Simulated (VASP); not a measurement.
Input:

```yaml
crystal:
  lattice:
    - [0.00000, 2.54678, 2.54678]
    - [2.54678, 0.00000, 2.54678]
    - [2.54678, 2.54678, 0.00000]
  atoms:
    - { symbol: Li, position: [0.00000, 0.00000, 0.00000] }
    - { symbol: Cl, position: [0.50000, 0.50000, 0.50000] }
```

Level of theory: optB86b-vdW, VASP's PBE PAW potentials (set 64) (plane waves; VASP). Settings: 520 eV cut-off, Gaussian smearing of 0.050 eV, potentials Li_sv Cl.

Q: Give the energies of bands 3 to 8 at the high-symmetry points, in eV from the valence-band maximum.

A: 
| band | Γ | X | U | L | W |
|---|---|---|---|---|---|
| 3 | 0.00 | -3.00 | -2.57 | -2.90 | -2.20 |
| 4 | 0.00 | -1.15 | -1.85 | -0.27 | -2.20 |
| 5 | 0.00 | -1.15 | -0.86 | -0.27 | -1.10 |
| 6 | 6.50 | 7.97 | 8.13 | 6.80 | 9.68 |
| 7 | 11.92 | 8.25 | 10.03 | 9.52 | 10.22 |
| 8 | 11.92 | 12.67 | 11.61 | 9.52 | 10.52 |

The gap is indirect, 6.50 eV, from the valence maximum at K-Γ at 0.79 to the conduction minimum at Γ.

Measured: gap 9.40 eV (computed value off by -2.90 eV), as given by Wei Chen et al., Physical Review Materials (2018), doi:10.1103/physrevmaterials.2.073803.

The compound is LiCl in the rock salt structure. It was relaxed first.
